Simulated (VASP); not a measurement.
Output of a VASP run:

**OSZICAR**
```
       N       E                     dE             d eps       ncg     rms          rms(c)
DAV:   1     0.275387733463E+03    0.27539E+03   -0.14700E+04  2632   0.131E+03
DAV:   2    -0.152357782274E+02   -0.29062E+03   -0.28780E+03  2814   0.409E+02
DAV:   3    -0.220975571762E+02   -0.68618E+01   -0.67303E+01  3141   0.736E+01
DAV:   4    -0.221623613122E+02   -0.64804E-01   -0.64643E-01  2886   0.706E+00
DAV:   5    -0.221629251987E+02   -0.56389E-03   -0.56382E-03  2921   0.632E-01    0.215E+01
DAV:   6    -0.207746619806E+02    0.13883E+01   -0.36492E+00  2722   0.184E+01    0.591E+00
DAV:   7    -0.206407685256E+02    0.13389E+00   -0.54980E-01  2953   0.634E+00    0.794E-01
DAV:   8    -0.206321018603E+02    0.86667E-02   -0.91847E-03  2675   0.103E+00    0.273E-01
DAV:   9    -0.206319582783E+02    0.14358E-03   -0.66784E-04  3074   0.217E-01    0.222E-02
DAV:  10    -0.206319573068E+02    0.97149E-06   -0.27636E-05  2789   0.438E-02    0.130E-02
DAV:  11    -0.206319563382E+02    0.96854E-06   -0.19237E-06  1443   0.144E-02
   1 F= -.20631956E+02 E0= -.20632124E+02  d E =0.504197E-03
```

### OUTCAR
```
------------------------ aborting loop because EDIFF is reached ----------------------------------------
  FORCE on cell =-STRESS in cart. coord.  units (eV):
  Direction    XX          YY          ZZ          XY          YZ          ZX
  --------------------------------------------------------------------------------------
  Total       -2.7355563     -2.7355567     -2.7461493      0.0000000      0.0000000     -0.0000000
  in kB     -144.6969601   -144.6969842   -145.2572785      0.0000000      0.0000000     -0.0000000
  external PRESSURE =    -144.8837409 kB  Pullay stress =       0.0000000 kB
  volume of cell :       30.29
      direct lattice vectors                 reciprocal lattice vectors
     1.397400000 -2.420368000  0.000000000     0.357807357 -0.206580156  0.000000000
     1.397400000  2.420368000  0.000000000     0.357807357  0.206580156  0.000000000
     0.000000000  0.000000000  4.477800000     0.000000000  0.000000000  0.223323954
 POSITION                                       TOTAL-FORCE (eV/Angst)
 -----------------------------------------------------------------------------------
      1.39740      0.80679      1.11945         0.000000      0.000000      0.000000
      1.39740     -0.80679      3.35835        -0.000000     -0.000000      0.000000
 -----------------------------------------------------------------------------------
    total drift:                               -0.000032      0.000643     -0.000043
  FREE ENERGIE OF THE ION-ELECTRON SYSTEM (eV)
  ---------------------------------------------------
  free  energy   TOTEN  =       -20.6319563382 eV

  energy  without entropy=      -20.6324605349  energy(sigma->0) =      -20.63212440
```
(Selected blocks of OUTCAR.)

**POSCAR**
```
Tc
1
    1.3974000000    -2.4203680000     0.0000000000
    1.3974000000     2.4203680000     0.0000000000
    0.0000000000     0.0000000000     4.4778000000
Tc
2
Direct
  0.3333330000   0.6666670000   0.2500000000
  0.6666670000   0.3333330000   0.7500000000
```

Question: Write an INCAR and KPOINTS that could have produced this output.

Answer: This is not unique; one that fits is the input of the run itself, PBE GGA, plane waves, VASP's PBE PAW potentials (set 64).

### INCAR
```
SYSTEM = Tc
PREC = Accurate
ENCUT = 400
EDIFF = 1E-6
NELM = 100
ALGO = Normal
LREAL = .FALSE.
LASPH = .TRUE.
ISMEAR = 1
SIGMA = 0.1
GGA = PE
LMAXMIX = 4
LWAVE = .FALSE.
LCHARG = .FALSE.
ISIF = 2
```

**KPOINTS**
```
Automatic mesh
0
G
12 12 7
0 0 0
```

POTCAR, in this order: Tc_pv (PBE.64 set). Program: vasp_std.

The compound is Tc in the hcp structure. The cell was not relaxed at this level. The run is one of a series of settings (KPOINTS 12×12×7 Γ-centred mesh against the base run), some of them coarse on purpose.
